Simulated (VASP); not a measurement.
Here is the system:

```xyz
2
Lattice="1.5720 -2.7227 0.0000 1.5720 2.7227 0.0000 0.0000 0.0000 5.0053" Properties=species:S:1:pos:R:3 pbc="T T T"
Mg     1.5720     0.9076     1.2513
Mg     1.5720    -0.9076     3.7540
```

Method: LDA (Ceperley-Alder, Perdew-Zunger), VASP's LDA PAW potentials (set 64) (plane waves; VASP 6.6.1). Settings: 520 eV cut-off, Gaussian smearing of 0.050 eV, potentials Mg.

Q: Give the energies of bands 1 to 5 at the high-symmetry points, in eV from the Fermi level.

A: 
```csv
band,Γ,M,K,A,L,H
1,-7.25,-2.32,-0.76,-5.76,-1.20,0.12
2,-1.68,-2.31,-0.72,-5.76,-1.20,0.12
3,-1.11,2.76,-0.72,5.50,-0.51,0.62
4,11.06,3.11,4.26,5.50,-0.51,0.62
5,11.06,3.54,4.26,11.83,8.18,1.56
```

It has no gap at this level: it comes out as a metal or semimetal.

The compound is Mg in the hcp structure. It was relaxed first, which changed the volume by -8 %.
